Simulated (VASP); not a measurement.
## GaN (wurtzite): computed properties

Calculation: LDA (Ceperley-Alder, Perdew-Zunger), VASP's LDA PAW potentials (set 64) (plane waves; VASP).

* **space group**: P6_3mc (186)
* **cell**: a = 3.159 Å, b = 3.159 Å, c = 5.144 Å, α = 90.00°, β = 90.00°, γ = 120.00°
* **volume per atom**: 11.11 Å³/atom
* **band gap (over mesh and band path)**: 2.11 eV
* **smallest direct gap (over mesh and band path)**: 2.11 eV
* **band-edge character without spin-orbit coupling**: direct, Γ to Γ
* **band gap with spin-orbit coupling**: 2.11 eV
* **density**: 6.25 g/cm³
* **optical Γ-point spectrum**: 141 (×2), 336, 537, 562 (×2), 570 (×2), 696 cm⁻¹

Space group P6₃mc (No. 186); a = b = 3.159 Å, c = 5.144 Å, α = β = 90.00°, γ = 120.00°

```
atom  site  symmetry       x       y       z
----  ----  --------  ------  ------  ------
Ga      2b       3m.  0.3333  0.6667  0.0001
N       2b       3m.  0.3333  0.6667  0.3769
```

Measured: gap 3.68 eV (computed value off by -1.57 eV), as given by Wei Chen et al., Physical Review Materials (2018), doi:10.1103/physrevmaterials.2.073803 [zero-point renormalisation of 0.17 eV added back (the table's ZPR column)]; a 3.189 Å (computed value off by -0.9 %), c 5.185 Å (computed value off by -0.8 %), as given by M J Lucero et al., Journal of Physics Condensed Matter (2012), arXiv:1111.4515. The calculation is for a static lattice, while the measured a, c hold thermal and zero-point effects, which are part of the difference.

The compound is GaN in the wurtzite structure. It was relaxed first. Symmetry was kept, so distortions that lower it aren't found.
